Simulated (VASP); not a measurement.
Method: PBE GGA, VASP's PBE PAW potentials (set 64) (plane waves; VASP).

VASP ran on this input.

File KPOINTS:
```
Automatic mesh
0
Gamma
9 9 9
0 0 0
```

### INCAR
```
! general
SYSTEM  =  NaF
PREC    =  Accurate
ENCUT   =  650   ! plane-wave cut-off (eV)
LREAL   =  .False.
LASPH   =  .True.   ! aspherical one-centre terms

! electronic loop
EDIFF   =  1E-7   ! SCF stop (eV)
NELM    =  100
ALGO    =  Normal   ! blocked Davidson

! smearing
ISMEAR  =  0
SIGMA   =  0.05   ! width (eV)

! functional
GGA     =  PE

! ions
IBRION  =  6
NSW     =  1   ! most ionic steps
ISIF    =  3   ! ions, shape and volume
POTIM   =  0.015   ! step
NFREE   =  2

! output
LWAVE   =  .False.
LCHARG  =  .False.
```

POSCAR:
```
NaF
1
    0.0000000000     2.3460490615     2.3460490615
    2.3460490615     0.0000000000     2.3460490615
    2.3460490615     2.3460490615     0.0000000000
Na F
1 1
Direct
  0.0000000000   0.0000000000   0.0000000000
  0.5000000000   0.5000000000   0.5000000000
```

POTCAR, in this order: Na_pv F (PBE.64 set). Program: vasp_std.

The run wrote:

File OUTCAR:
```


   1 f  =    6.909431 THz    43.413232 2PiTHz  230.473795 cm-1    28.575096 meV

   2 f  =    6.909431 THz    43.413232 2PiTHz  230.473795 cm-1    28.575096 meV

   3 f  =    6.909431 THz    43.413232 2PiTHz  230.473795 cm-1    28.575096 meV

   4 f/i=    0.035760 THz     0.224685 2PiTHz    1.192814 cm-1     0.147890 meV

   5 f/i=    0.035760 THz     0.224685 2PiTHz    1.192814 cm-1     0.147890 meV

   6 f/i=    0.035760 THz     0.224685 2PiTHz    1.192814 cm-1     0.147890 meV

 ELASTIC MODULI CONTR FROM IONIC RELAXATION (kBar)
 Direction    XX          YY          ZZ          XY          YZ          ZX
 --------------------------------------------------------------------------------
 XX           0.0000      0.0000      0.0000      0.0000      0.0000      0.0000
 YY           0.0000      0.0000      0.0000      0.0000      0.0000      0.0000
 ZZ           0.0000      0.0000      0.0000      0.0000      0.0000      0.0000
 XY           0.0000      0.0000      0.0000      0.0000      0.0000      0.0000
 YZ           0.0000      0.0000      0.0000      0.0000      0.0000      0.0000
 ZX           0.0000      0.0000      0.0000      0.0000      0.0000      0.0000
 --------------------------------------------------------------------------------

 TOTAL ELASTIC MODULI (kBar)
 Direction    XX          YY          ZZ          XY          YZ          ZX
 --------------------------------------------------------------------------------
 XX         947.5291    217.2297    217.2297     -0.0000      0.0000     -0.0000
 YY         217.2297    947.5291    217.2297      0.0000      0.0000      0.0000
 ZZ         217.2297    217.2297    947.5291      0.0000      0.0000     -0.0000
 XY          -0.0000      0.0000      0.0000    270.7767     -0.0000      0.0000
 YZ           0.0000      0.0000      0.0000     -0.0000    270.7767      0.0000
 ZX          -0.0000      0.0000     -0.0000      0.0000      0.0000    270.7767
 --------------------------------------------------------------------------------
```
(Selected blocks of OUTCAR.)

The compound is NaF in the rock salt structure. It was relaxed first.
